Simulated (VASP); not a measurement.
Consider the following.

```
CELL_PARAMETERS angstrom
      3.64951     0.00000     0.00000
     -1.82475     3.16057     0.00000
      0.00000     0.00000    12.07286
ATOMIC_POSITIONS crystal
  Sn 0.33333 0.66667 0.62502
  Sn 0.66667 0.33333 0.12502
  S  0.66667 0.33333 0.74717
  S  0.33333 0.66667 0.24717
  S  0.00000 0.00000 0.00281
  S  0.00000 0.00000 0.50281
```

Computed with PBEsol GGA, VASP's PBE PAW potentials (set 64) (plane waves; VASP). Run with 400 eV cut-off, Gaussian smearing of 0.050 eV, potentials Sn_d S.

Without a dispersion term in the relaxation, distances and binding between the weakly bound layers, chains or molecules are unreliable, and so is what depends on them. Unless said otherwise, spin-orbit coupling is left out, though it shifts the bands of the heavy elements here.

Q: Give the energies of bands 17 to 30 at the high-symmetry points, in eV from the valence-band maximum.

A: 
```
band      Γ      M      K      A      L      H
----  -----  -----  -----  -----  -----  -----
17    -1.77  -4.62  -3.95  -0.96  -4.55  -3.77
18    -0.61  -4.45  -3.81  -0.96  -4.55  -3.77
19    -0.61  -2.43  -3.81  -0.58  -2.37  -3.75
20    -0.53  -2.42  -3.54  -0.58  -2.37  -3.75
21    -0.53  -2.30  -3.26  -0.58  -2.20  -3.34
22    -0.23  -2.13  -3.26  -0.58  -2.20  -3.34
23    -0.23  -0.83  -1.23  -0.17  -0.72  -0.78
24    -0.12  -0.49  -0.84  -0.17  -0.72  -0.78
25    -0.12  -0.34  -0.84  -0.17  -0.35  -0.78
26    -0.05  -0.22  -0.34  -0.17  -0.35  -0.78
27     1.95   1.25   2.64   2.62   1.53   2.54
28     3.07   1.61   2.64   2.62   1.53   2.54
29     3.62   4.43   5.39   3.67   4.54   6.01
30     3.73   4.76   5.83   3.67   4.54   6.02
```

The gap is indirect, 1.25 eV, from the valence maximum at K-Γ at 0.67 to the conduction minimum at M.

The structure comes from a computed database's SnS2 entry (P6_3mc); how it stands against other phases isn't given here. It was relaxed first.
